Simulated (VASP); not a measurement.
# AlNi in VASP: the effect of functional

AlNi, a slab with vacuum:

```xyz
8
Lattice="2.8810 0.0000 0.0000 0.0000 2.8810 0.0000 0.0000 0.0000 25.0835" Properties=species:S:1:pos:R:3 pbc="T T T"
Ni    1.4405    1.4405    7.5000
Ni    1.4405    1.4405   10.3810
Ni    1.4405    1.4405   13.2620
Ni    1.4405    1.4405   16.1430
Al    0.0000    0.0000    8.9405
Al    0.0000    0.0000   11.8215
Al    0.0000    0.0000   14.7025
Al    0.0000    0.0000   17.5835
```

Alike in all runs:

| Item | Value |
| --- | --- |
| Program | VASP 6.6.1 |
| Task | work function |
| Cutoff | 520 eV |
| k mesh | 7 × 7 × 1 |
| Occupations | fermi-dirac, width 0.05 eV |
| Spin | collinear spin, ferromagnetic start |
| Starting moments | [1.0, 1.0, 1.0, 1.0, 0.0, 0.0, 0.0, 0.0] μB |

Problem. One run gave: largest force 0.79 eV/Å; work function 4.19 eV. Which functional did it use?
A. BLYP
B. revPBE
C. LDA
D. r2SCAN
E. RPBE

Solution. D.

```csv
functional,potentials or basis,largest force (eV/Å),work function (eV)
LDA,"VASP PAW LDA potentials, release 64 (Ni, Al)",1.18,4.30
PBE,"VASP PAW PBE potentials, release 64 (Ni, Al)",0.95,4.13
PBEsol,"VASP PAW PBE potentials, release 64 (Ni, Al)",0.94,4.18
RPBE,"VASP PAW PBE potentials, release 64 (Ni, Al)",0.94,4.05
revPBE,"VASP PAW PBE potentials, release 64 (Ni, Al)",0.94,4.05
BLYP,"VASP PAW PBE potentials, release 64 (Ni, Al)",1.08,3.75
r2SCAN,"VASP PAW PBE potentials, release 64 (Ni, Al)",0.79,4.19
```

Caveats: the PAW data sets were made with another functional, which shifts forces and pressure a little (some runs).
